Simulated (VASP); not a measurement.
Method: PBEsol GGA, VASP's PBE PAW potentials (set 64) (plane waves; VASP).

Input for VASP

**INCAR**
```
ALGO = Normal
EDIFF = 1E-7
ENCUT = 520
GGA = PS
ISIF = 2
ISMEAR = -5
LASPH = .TRUE.
LCHARG = .TRUE.
LMAXMIX = 4
LORBIT = 11
LREAL = .FALSE.
LWAVE = .FALSE.
NEDOS = 601
NELM = 100
PREC = Accurate
SYSTEM = ZrB2
```

File POSCAR:
```
ZrB2
1
    1.5773694155    -2.7320844332     0.0000000000
    1.5773694155     2.7320844332     0.0000000000
    0.0000000000     0.0000000000     3.5119726415
Zr B
1 2
Direct
  0.0000000000   0.0000000000   0.0000000000
  0.3333330000   0.6666670000   0.5000000000
  0.6666670000   0.3333330000   0.5000000000
```

**KPOINTS**
```
Automatic mesh
0
Gamma
12 12 10
0 0 0
```

POTCAR, in this order: Zr_sv B (PBE.64 set). Program: vasp_std.

The resulting files:

OSZICAR:
```
       N       E                     dE             d eps       ncg     rms          rms(c)
DAV:   1     0.111454019183E+03    0.11145E+03   -0.99706E+03  2964   0.138E+03
DAV:   2    -0.232707392171E+02   -0.13472E+03   -0.13099E+03  3370   0.341E+02
DAV:   3    -0.288369885354E+02   -0.55662E+01   -0.55233E+01  4770   0.608E+01
DAV:   4    -0.289737264938E+02   -0.13674E+00   -0.13655E+00  3751   0.868E+00
DAV:   5    -0.289768279658E+02   -0.31015E-02   -0.31000E-02  4561   0.109E+00    0.231E+01
DAV:   6    -0.264486294026E+02    0.25282E+01   -0.71824E+00  3600   0.195E+01    0.963E+00
DAV:   7    -0.264049097052E+02    0.43720E-01   -0.89409E-01  4528   0.624E+00    0.329E+00
DAV:   8    -0.264043724768E+02    0.53723E-03   -0.10933E-01  3555   0.307E+00    0.824E-01
DAV:   9    -0.264004839250E+02    0.38886E-02   -0.19496E-02  3703   0.117E+00    0.142E-01
DAV:  10    -0.264004701526E+02    0.13772E-04   -0.98762E-04  3703   0.298E-01    0.427E-02
DAV:  11    -0.264004755002E+02   -0.53476E-05   -0.29443E-05  3977   0.622E-02    0.143E-02
DAV:  12    -0.264004780033E+02   -0.25030E-05   -0.19057E-06  3838   0.151E-02    0.401E-03
DAV:  13    -0.264004801103E+02   -0.21070E-05   -0.63000E-07  3683   0.675E-03    0.116E-03
DAV:  14    -0.264004797673E+02    0.34300E-06   -0.35181E-08  1867   0.200E-03    0.354E-04
DAV:  15    -0.264004797722E+02   -0.48717E-08   -0.39159E-09  1792   0.664E-04
   1 F= -.26400480E+02 E0= -.26400480E+02  d E =0.000000E+00
```

File OUTCAR:
```
------------------------ aborting loop because EDIFF is reached ----------------------------------------
  FORCE on cell =-STRESS in cart. coord.  units (eV):
  Direction    XX          YY          ZZ          XY          YZ          ZX
  --------------------------------------------------------------------------------------
  Total        0.0637726      0.0637726     -0.1295670      0.0000000     -0.0000000      0.0000000
  in kB        3.3754852      3.3754863     -6.8579816      0.0000000     -0.0000000      0.0000000
  external PRESSURE =      -0.0356700 kB  Pullay stress =       0.0000000 kB
  volume of cell :       30.27
      direct lattice vectors                 reciprocal lattice vectors
     1.577369415 -2.732084433  0.000000000     0.316983450 -0.183010449  0.000000000
     1.577369415  2.732084433  0.000000000     0.316983450  0.183010449  0.000000000
     0.000000000  0.000000000  3.511972641     0.000000000  0.000000000  0.284740259
 POSITION                                       TOTAL-FORCE (eV/Angst)
 -----------------------------------------------------------------------------------
      0.00000      0.00000      0.00000         0.000000      0.000000      0.000000
      1.57737      0.91070      1.75599        -0.000000      0.000000      0.000000
      1.57737     -0.91070      1.75599        -0.000000     -0.000000     -0.000000
 -----------------------------------------------------------------------------------
    total drift:                                0.000000     -0.000000      0.000000
  FREE ENERGIE OF THE ION-ELECTRON SYSTEM (eV)
  ---------------------------------------------------
  free  energy   TOTEN  =       -26.4004797722 eV

  energy  without entropy=      -26.4004797722  energy(sigma->0) =      -26.40047977

 total charge

# of ion       s       p       d       tot
------------------------------------------
    1        2.173   6.032   1.805  10.010
    2        0.665   1.249   0.000   1.914
    3        0.665   1.249   0.000   1.914
--------------------------------------------------
tot          3.503   8.529   1.805  13.837
```
(Selected blocks of OUTCAR.)

OUTCAR:
```
 val. band max:       10.6895296938   @ k =   0.0833   0.0833   0.3000

 cond. band min:      10.5388240547   @ k =   0.1667   0.1667   0.2000


 Fermi energy:        10.7664756907

 k-point     1 :       0.0000    0.0000    0.0000
  band No.  band energies     occupation
      1     -37.8469      2.00000
      2     -16.0870      2.00000
      3     -15.4940      2.00000
      4     -15.4940      2.00000
      5      -2.1698      2.00000
      6       7.9394      2.00000
      7       7.9394      2.00000
      8       7.9490      2.00000
      9       8.2954      2.00000
     10      14.0670      0.00000
     11      14.0670      0.00000
     12      14.8891      0.00000
     13      14.8891      0.00000

 k-point     2 :       0.0833   -0.0000    0.0000
  band No.  band energies     occupation
      1     -37.8386      2.00000
      2     -16.0747      2.00000
      3     -15.5664      2.00000
      4     -15.5096      2.00000
      5      -2.0281      2.00000
      6       7.5347      2.00000
      7       7.9462      2.00000
      8       8.0850      2.00000
      9       8.1326      2.00000
     10      13.9771      0.00000
     11      14.0434      0.00000
     12      14.2966      0.00000
     13      14.3534      0.00000

 k-point     3 :       0.1667    0.0000    0.0000
  band No.  band energies     occupation
      1     -37.8158      2.00000
      2     -16.0409      2.00000
      3     -15.7595      2.00000
      4     -15.5520      2.00000
      5      -1.6202      2.00000
      6       6.5757      2.00000
      7       7.7482      2.00000
      8       7.9328      2.00000
      9       8.3905      2.00000
     10      13.0771      0.00000
     11      13.7447      0.00000
     12      13.9952      0.00000
     13      14.6380      0.00000

 k-point     4 :       0.2500   -0.0000    0.0000
  band No.  band energies     occupation
      1     -37.7845      2.00000
      2     -16.0135      2.00000
      3     -15.9943      2.00000
...
```

For a metal the tetrahedron method with Blöchl corrections gives inexact stress and forces.

The compound is ZrB2 in the AlB2 type structure. It was relaxed first.
